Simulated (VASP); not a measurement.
VASP runs on TcGe2 (space group I4/mcm) share one base input (PBE GGA, plane waves, VASP's PBE PAW potentials (set 64)) and change the settings named in each case.

### KPOINTS
```
Automatic
0
gamma
  3 3 3
0 0 0
```

**POSCAR**
```
TcGe2
1
   -3.2989930000     3.2989930000     2.6544880000
    3.2989930000    -3.2989930000     2.6544880000
    3.2989930000     3.2989930000    -2.6544880000
Ge Tc
4 2
Direct
  0.1580000000   0.6580000000   0.8160000000
  0.3420000000   0.1580000000   0.5000000000
  0.6580000000   0.8420000000   0.5000000000
  0.8420000000   0.3420000000   0.1840000000
  0.7500000000   0.7500000000   0.0000000000
  0.2500000000   0.2500000000   0.0000000000
```

### INCAR
```
SYSTEM = TcGe2
PREC = Accurate; ENCUT = 300; LREAL = .FALSE.
LASPH = .TRUE.
EDIFF = 1E-6; NELM = 100; ALGO = Normal
LMAXMIX = 4
ISMEAR = -1; SIGMA = 0.1
GGA = PE
ISIF = 2
LWAVE = .FALSE.; LCHARG = .FALSE.
```

POTCAR, in this order: Ge_d Tc_pv (PBE.64 set). Program: vasp_std.

| change | E(σ→0) (eV/atom) | pressure (GPa) | largest force (eV/Å) | −TS (eV) |
|---|---|---|---|---|
| base run | -6.2934 | -16.96 | 0.011 | -0.1534 |
| GGA removed, POTCAR Ge_d Tc_pv (LDA.64 set) | -7.1099 | -23.31 | 0.129 | -0.1534 |
| GGA_COMPAT = .FALSE., LNONCOLLINEAR = .TRUE., LSORBIT = .TRUE., MAGMOM = 0.0 0.0 0.0 0.0 0.0 0.0 0.0 0.0 0.0 0.0 0.0 0.0 0.0 0.0 0.0 0.0 0.0 0.0, program vasp_ncl | -6.3327 | -16.87 | 0.011 | -0.1530 |
| KPOINTS 1×1×1 Γ-centred mesh | -5.3127 | -11.13 | 2.467 | -0.4993 |
 Energies of different potentials or functionals have different zeros.  At 300 eV the pressure can carry a Pulay error.

Left out are runs that ran out of time, are held back, or changed the cell or the kind of run, fixed moments of cells without a moment, rows past the twelfth, gaps on odd meshes, pressures of charged cells and columns that move by less than the noise.

The structure was generated: TcGe2 was put into an ordered model structure, which need not be its known phase. The cell was not relaxed at this level.
